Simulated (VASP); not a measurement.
Given:

```yaml
crystal:
  lattice:
    - [2.71216, 0.00000, 0.00000]
    - [0.00000, 2.71216, 0.00000]
    - [0.00000, 0.00000, 3.73376]
  atoms:
    - { symbol: Fe, position: [0.00000, 0.00000, 0.00000], spin: 2.9 }
    - { symbol: Pt, position: [0.50000, 0.50000, 0.50000], spin: 0.3 }
```

These are TPSS meta-GGA, VASP's PBE PAW potentials (set 64) (plane waves; VASP 6.6.1) values and carry that method's errors. Settings: 520 eV cut-off, 15×15×11 Γ-centred mesh, tetrahedra with Blöchl corrections, potentials Fe Pt.

**Question.** Give the spin-up energies of bands 1 to 13 at the high-symmetry points, in eV from the Fermi level.

**Answer.** 
```json
[
 {"band": "1", "Γ": "-9.64", "X": "-6.17", "M": "-7.04", "Z": "-7.80", "R": "-6.63", "A": "-6.23"},
 {"band": "2", "Γ": "-6.50", "X": "-4.88", "M": "-5.88", "Z": "-5.85", "R": "-6.55", "A": "-4.91"},
 {"band": "3", "Γ": "-6.24", "X": "-4.56", "M": "-5.83", "Z": "-5.77", "R": "-3.77", "A": "-4.91"},
 {"band": "4", "Γ": "-3.50", "X": "-4.37", "M": "-5.83", "Z": "-3.69", "R": "-3.70", "A": "-4.28"},
 {"band": "5", "Γ": "-3.50", "X": "-3.57", "M": "-1.49", "Z": "-2.85", "R": "-3.56", "A": "-3.60"},
 {"band": "6", "Γ": "-3.02", "X": "-3.56", "M": "-1.09", "Z": "-2.76", "R": "-3.21", "A": "-3.60"},
 {"band": "7", "Γ": "-2.19", "X": "-2.73", "M": "-0.58", "Z": "-2.40", "R": "-1.28", "A": "-2.47"},
 {"band": "8", "Γ": "-2.05", "X": "-2.63", "M": "-0.55", "Z": "-2.40", "R": "-0.93", "A": "-1.80"},
 {"band": "9", "Γ": "-0.55", "X": "-2.23", "M": "-0.55", "Z": "-2.17", "R": "-0.66", "A": "-1.09"},
 {"band": "10", "Γ": "-0.43", "X": "-1.63", "M": "0.62", "Z": "-2.17", "R": "-0.57", "A": "0.63"},
 {"band": "11", "Γ": "-0.43", "X": "0.13", "M": "1.67", "Z": "-1.95", "R": "-0.53", "A": "6.96"},
 {"band": "12", "Γ": "2.19", "X": "2.12", "M": "1.67", "Z": "-0.84", "R": "-0.43", "A": "6.96"},
 {"band": "13", "Γ": "9.69", "X": "10.36", "M": "7.79", "Z": "15.48", "R": "4.85", "A": "7.79"}
]
```

**Question.** Give the spin-down energies of bands 1 to 13 at the high-symmetry points, in eV from the Fermi level.

**Answer.** 
```
band      Γ      X      M      Z      R      A
----  -----  -----  -----  -----  -----  -----
1     -9.47  -6.02  -6.62  -7.70  -6.22  -6.05
2     -5.86  -4.67  -5.03  -5.50  -6.01  -4.71
3     -5.82  -4.32  -5.03  -5.32  -2.96  -4.71
4     -2.37  -3.49  -4.76  -2.60  -2.86  -1.86
5     -2.37  -2.51   1.04  -1.91  -2.20  -1.52
6     -0.87  -1.37   1.38  -1.91  -0.50  -1.32
7     -0.75  -1.16   1.72  -1.48  -0.44  -1.32
8      0.65  -0.89   1.78  -0.59  -0.42   0.87
9      1.75   0.75   1.81   0.23   0.99   1.04
10     1.75   0.79   1.81   0.53   1.55   1.73
11     1.93   2.48   1.83   0.53   1.66   7.72
12     2.38   2.65   1.83   1.71   1.83   7.72
13    10.61  11.23   8.73  16.00   5.86   8.88
```

It has no gap at this level: it comes out as a metal or semimetal.

The compound is FePt in the L1_0 structure. It was relaxed first.
